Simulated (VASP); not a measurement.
Level of theory: PBE GGA, VASP's PBE PAW potentials (set 64) (plane waves; VASP 6.6.1).

Input for VASP

### INCAR
```
SYSTEM=PtB
PREC=Accurate; ENCUT=520; LREAL=.FALSE.
LASPH=.TRUE.
EDIFF=1E-6; NELM=100; ALGO=Normal
LMAXMIX=6
ISMEAR=1; SIGMA=0.1
GGA=PE
IBRION=2; NSW=60; ISIF=3
EDIFFG=-0.01
LWAVE=.FALSE.; LCHARG=.FALSE.
```

KPOINTS:
```
Automatic mesh
0
Gamma
11 11 11
0 0 0
```

**POSCAR**
```
PtB
1.0
  2.8600000000   0.0000000000   0.0000000000
  0.0000000000   2.8600000000   0.0000000000
  0.0000000000   0.0000000000   2.8600000000
Pt B
1 1
Cartesian
  0.0000000000   0.0000000000   0.0000000000
  1.4300000000   1.4300000000   1.4300000000
```

POTCAR, in this order: Pt B (PBE.64 set). Program: vasp_std.

What VASP printed:

**OSZICAR**
```
       N       E                     dE             d eps       ncg     rms          rms(c)
DAV:   1     0.468886867546E+02    0.46889E+02   -0.63272E+03  1154   0.114E+03
DAV:   2    -0.111523693069E+02   -0.58041E+02   -0.55248E+02  1262   0.214E+02
DAV:   3    -0.125814741893E+02   -0.14291E+01   -0.13975E+01  1258   0.320E+01
DAV:   4    -0.125913015766E+02   -0.98274E-02   -0.98217E-02  1214   0.278E+00
DAV:   5    -0.125913620566E+02   -0.60480E-04   -0.60479E-04  1216   0.236E-01    0.148E+01
DAV:   6    -0.119065929144E+02    0.68477E+00   -0.12304E+01  1124   0.266E+01    0.993E+00
DAV:   7    -0.115851604821E+02    0.32143E+00   -0.13187E+00  1124   0.102E+01    0.529E+00
DAV:   8    -0.115711408922E+02    0.14020E-01   -0.63956E-02  1176   0.211E+00    0.851E-01
DAV:   9    -0.115666600796E+02    0.44808E-02   -0.11977E-02  1136   0.926E-01    0.267E-01
DAV:  10    -0.115663001576E+02    0.35992E-03   -0.19949E-03  1164   0.314E-01    0.214E-02
DAV:  11    -0.115663000342E+02    0.12341E-06   -0.32714E-05  1164   0.622E-02    0.135E-02
DAV:  12    -0.115662989707E+02    0.10635E-05   -0.15617E-06   756   0.100E-02    0.429E-03
DAV:  13    -0.115662986512E+02    0.31951E-06   -0.89005E-07   576   0.761E-03
   1 F= -.11566299E+02 E0= -.11566338E+02  d E =-.115663E+02
       N       E                     dE             d eps       ncg     rms          rms(c)
DAV:   1    -0.139982081926E+02   -0.24319E+01   -0.40396E+01  1126   0.706E+01    0.136E+01
DAV:   2    -0.120221601287E+02    0.19760E+01   -0.20772E+01  1128   0.388E+01    0.618E+00
DAV:   3    -0.115366290321E+02    0.48553E+00   -0.16368E+00  1128   0.115E+01    0.199E+00
DAV:   4    -0.114945390043E+02    0.42090E-01   -0.15686E-01  1180   0.298E+00    0.559E-01
DAV:   5    -0.114943598613E+02    0.17914E-03   -0.72507E-03  1210   0.857E-01    0.298E-01
DAV:   6    -0.114951871800E+02   -0.82732E-03   -0.12540E-03  1154   0.286E-01    0.624E-02
DAV:   7    -0.114952239323E+02   -0.36752E-04   -0.84663E-05  1214   0.890E-02    0.117E-02
DAV:   8    -0.114952276731E+02   -0.37408E-05   -0.35867E-06  1234   0.160E-02    0.151E-03
DAV:   9    -0.114952275339E+02    0.13922E-06   -0.17479E-07   580   0.378E-03
   2 F= -.11495228E+02 E0= -.11495618E+02  d E =0.710711E-01
       N       E                     dE             d eps       ncg     rms          rms(c)
DAV:   1    -0.124511501302E+02   -0.95592E+00   -0.14240E+01  1140   0.417E+01    0.579E+00
DAV:   2    -0.117075184754E+02    0.74363E+00   -0.53424E+00  1130   0.213E+01    0.435E+00
DAV:   3    -0.116287123983E+02    0.78806E-01   -0.29996E-01  1134   0.475E+00    0.243E+00
DAV:   4    -0.116192363263E+02    0.94761E-02   -0.48014E-02  1184   0.191E+00    0.334E-01
DAV:   5    -0.116188230286E+02    0.41330E-03   -0.24523E-03  1152   0.492E-01    0.331E-01
DAV:   6    -0.116189097301E+02   -0.86702E-04   -0.17929E-04  1186   0.896E-02    0.164E-02
DAV:   7    -0.116189100133E+02   -0.28321E-06   -0.57335E-06  1162   0.195E-02
   3 F= -.11618910E+02 E0= -.11619415E+02  d E =-.526114E-01
       N       E                     dE             d eps       ncg     rms          rms(c)
DAV:   1    -0.116190947583E+02   -0.18503E-03   -0.27146E-03  1128   0.574E-01    0.865E-02
DAV:   2    -0.116189586549E+02    0.13610E-03   -0.11641E-03  1128   0.303E-01    0.520E-02
DAV:   3    -0.116189376314E+02    0.21023E-04   -0.81733E-05  1134   0.786E-02    0.241E-02
DAV:   4    -0.116189365342E+02    0.10972E-05   -0.94028E-06  1180   0.252E-02    0.448E-03
DAV:   5    -0.116189365387E+02   -0.45443E-08   -0.49527E-07   566   0.553E-03
   4 F= -.11618937E+02 E0= -.11619452E+02  d E =-.526379E-01
```

### OUTCAR
```
------------------------ aborting loop because EDIFF is reached ----------------------------------------
  FORCE on cell =-STRESS in cart. coord.  units (eV):
  Direction    XX          YY          ZZ          XY          YZ          ZX
  --------------------------------------------------------------------------------------
  Total       -0.0000936     -0.0000936     -0.0000936     -0.0000000      0.0000000      0.0000000
  in kB       -0.0067752     -0.0067752     -0.0067752     -0.0000000      0.0000000      0.0000000
  external PRESSURE =      -0.0067752 kB  Pullay stress =       0.0000000 kB
  volume of cell :       22.13
      direct lattice vectors                 reciprocal lattice vectors
     2.807393733  0.000000000  0.000000000     0.356202263 -0.000000000  0.000000000
     0.000000000  2.807393733  0.000000000     0.000000000  0.356202263 -0.000000000
    -0.000000000  0.000000000  2.807393733    -0.000000000 -0.000000000  0.356202263
 POSITION                                       TOTAL-FORCE (eV/Angst)
 -----------------------------------------------------------------------------------
      0.00000      0.00000      0.00000         0.000000     -0.000000      0.000000
      1.40370      1.40370      1.40370        -0.000000      0.000000      0.000000
 -----------------------------------------------------------------------------------
    total drift:                                0.000000      0.000000      0.000000
  FREE ENERGIE OF THE ION-ELECTRON SYSTEM (eV)
  ---------------------------------------------------
  free  energy   TOTEN  =       -11.6189365387 eV

  energy  without entropy=      -11.6204842155  energy(sigma->0) =      -11.61945243

 reached required accuracy - stopping structural energy minimisation
```
(Selected blocks of OUTCAR.)

### CONTCAR
```
PtB
   1.00000000000000
     2.8073937326475096    0.0000000000000000    0.0000000000000000
     0.0000000000000000    2.8073937326475096    0.0000000000000000
    -0.0000000000000000    0.0000000000000000    2.8073937326475096
  Pt              B
     1     1
Direct
     0.0000000000000000    0.0000000000000000    0.0000000000000000
     0.5000000000000000    0.5000000000000000    0.5000000000000000
```

Energy and stress use the plane-wave basis of the starting cell.

The structure was generated: PtB was put into the CsCl type type (Pm-3m), which need not be its known phase. This run relaxes it. Symmetry was kept, so distortions that lower it aren't found. The electron count is odd and the run is not spin-polarised, which forces a metal.
